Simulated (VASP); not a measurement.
**Cd2Zn2Se4 (ordered alloy cell): computed properties**

Level of theory: PBEsol GGA, VASP's PBE PAW potentials (set 64) (plane waves; VASP).

```
Quantity                                                                                                               Result
---------------------------------------------  ------------------------------------------------------------------------------
space group                                                                                                         R3m (160)
cell                                           a = 4.1288 Å, b = 4.1288 Å, c = 40.8705 Å, α = 90.00°, β = 90.00°, γ = 120.00°
volume per atom                                                                                                 25.14 Å³/atom
band gap (over mesh and band path)                                                                                    0.61 eV
smallest direct gap (over mesh and band path)                                                                         0.61 eV
band-edge character                                                                                            direct, Γ to Γ
density                                                                                                            5.54 g/cm³
```

Space group R3m, hexagonal axes (No. 160); a = b = 4.1288 Å, c = 40.8705 Å, α = β = 90.00°, γ = 120.00°

```tsv
atom	site	symmetry	x	y	z
Zn	3a	3m	0.0000	0.0000	0.9968
Zn	3a	3m	0.0000	0.0000	0.2527
Se	3a	3m	0.0000	0.0000	0.3124
Se	3a	3m	0.0000	0.0000	0.5680
Se	3a	3m	0.0000	0.0000	0.8119
Se	3a	3m	0.0000	0.0000	0.0564
Cd	3a	3m	0.0000	0.0000	0.5038
Cd	3a	3m	0.0000	0.0000	0.7480
```
(The calculation used a cell of 8 atoms; values per cell refer to that cell.)

The structure was generated: Cd2Zn2Se4 was put into an ordered model structure (R3m), which need not be its known phase. It was relaxed first. Symmetry was kept, so distortions that lower it aren't found.
